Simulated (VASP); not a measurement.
Input:

```
CELL_PARAMETERS angstrom
     -1.65090     1.65090     1.65090
      1.65090    -1.65090     1.65090
      1.65090     1.65090    -1.65090
ATOMIC_POSITIONS crystal
  Nb 0.00000 0.00000 0.00000
```

Method: r2SCAN meta-GGA, VASP's PBE PAW potentials (set 64) (plane waves; VASP). Numerical set-up: 480 eV cut-off, 14×14×14 Γ-centred mesh, first-order Methfessel-Paxton smearing of 0.10 eV, potentials Nb_sv.

Energy and stress use the plane-wave basis of the starting cell.

### Question
The ions, cell shape and volume at an external pressure of 15.0 GPa are relaxed. Predict the relaxed structure.

### Answer

```
CELL_PARAMETERS angstrom
     -1.60985     1.60985     1.60985
      1.60985    -1.60985     1.60985
      1.60985     1.60985    -1.60985
ATOMIC_POSITIONS crystal
  Nb 0.00000 0.00000 0.00000
```
Space group Im-3m (229), at a tolerance of 0.03 Å.

### Question
How do energy and volume change from the first to the last step?

### Answer
The energy (σ→0) changes by +58.7 meV/atom and the volume by -7.3 %, in 7 ionic steps.

The compound is Nb in the bcc structure. This run relaxes it under an external pressure of 15 GPa. Symmetry was kept, so distortions that lower it aren't found.
